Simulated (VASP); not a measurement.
CsH:

```
Cs H
1.0
     0.00000    3.21650    3.21650
     3.21650    0.00000    3.21650
     3.21650    3.21650    0.00000
Cs H
1 1
Direct
  0.00000 0.00000 0.00000
  0.50000 0.50000 0.50000
```

| Item | Value |
| --- | --- |
| Program | VASP 6.6.1 |
| Task | relaxation of cell and atoms |
| Functional | LDA |
| Potentials or basis | VASP PAW LDA potentials, release 64 (Cs_sv, H) |
| Cutoff | 600 eV |
| k mesh | 8 × 8 × 8 |
| Occupations | gaussian, width 0.02 eV |
| Spin | no spin polarisation |

At the start: pressure -1.4 GPa; volume 33.28 Å³/atom.

Problem. Where does the relaxation end?

Solution. Over 5 steps the energy falls by 23.1 meV/atom and the volume is 28.58 Å³/atom (-14.1 %); space group Fm-3m (No. 225, to 0.05 Å).

The path:
```csv
step,energy change (eV),largest force (eV/Å),pressure (GPa),volume (Å³)
1,0.0000,0.0000,-1.39,66.56
2,-0.0213,0.0000,-1.09,63.81
3,-0.0444,0.0000,-0.32,58.78
4,-0.0461,0.0000,0.03,56.97
5,-0.0462,0.0000,-0.01,57.15
```

Final structure:
```
Cs H
1.0
     0.00000    3.05726    3.05726
     3.05726    0.00000    3.05726
     3.05726    3.05726    0.00000
Cs H
1 1
Direct
  0.00000 0.00000 0.00000
  0.50000 0.50000 0.50000
```
